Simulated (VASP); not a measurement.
Given:

```
CELL_PARAMETERS angstrom
      4.77683     0.00000     0.00000
      0.00000     4.77683     0.00000
      0.00000     0.00000     3.22658
ATOMIC_POSITIONS crystal
  Sn 0.00000 0.00000 0.00000
  Sn 0.50000 0.50000 0.50000
  O  0.30620 0.30620 0.00000
  O  0.80620 0.19380 0.50000
  O  0.19380 0.80620 0.50000
  O  0.69380 0.69380 0.00000
```

All values below come from vdW-DF-cx, VASP's PBE PAW potentials (set 64) (plane waves; VASP). Settings: 520 eV cut-off, 5×5×8 Γ-centred mesh, tetrahedra with Blöchl corrections, potentials Sn_d O.

Unless said otherwise, spin-orbit coupling is left out, though it shifts the bands of the heavy elements here.

Estimate the energy per atom (σ→0), band gap (on the k-mesh) with the smallest direct gap where there is one.

The band gap (on the k-mesh) comes out as 0.89 eV. The smallest direct gap (on the k-mesh) comes out as 0.89 eV and the energy per atom (σ→0) comes out as -4199 meV/atom.

The absolute energy has meaning only against runs of the same code, potentials and settings.

The compound is SnO2 in the rutile structure. It was relaxed first.
